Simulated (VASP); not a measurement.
Data:

```
CELL_PARAMETERS angstrom
      0.00000     3.05771     3.05771
      3.05771     0.00000     3.05771
      3.05771     3.05771     0.00000
ATOMIC_POSITIONS crystal
  Cd 0.00000 0.00000 0.00000
  Se 0.25000 0.25000 0.25000
```

These are r2SCAN+rVV10, VASP's PBE PAW potentials (set 64) (plane waves; VASP) values and carry that method's errors. Run with 520 eV cut-off, 7×7×7 Γ-centred mesh, Gaussian smearing of 0.050 eV, potentials Cd Se.

Task: What does the run give for the energy per atom (σ→0), band gap (on the k-mesh) with the smallest direct gap where there is one?

Result: 
The band gap (on the k-mesh) is 1.00 eV and the smallest direct gap (on the k-mesh) is 1.00 eV. The energy per atom (σ→0) is -17.661 eV/atom.

The compound is CdSe in the zinc blende structure, whereas wurtzite is the usual form. It was relaxed first. The start is the result of an earlier pass.
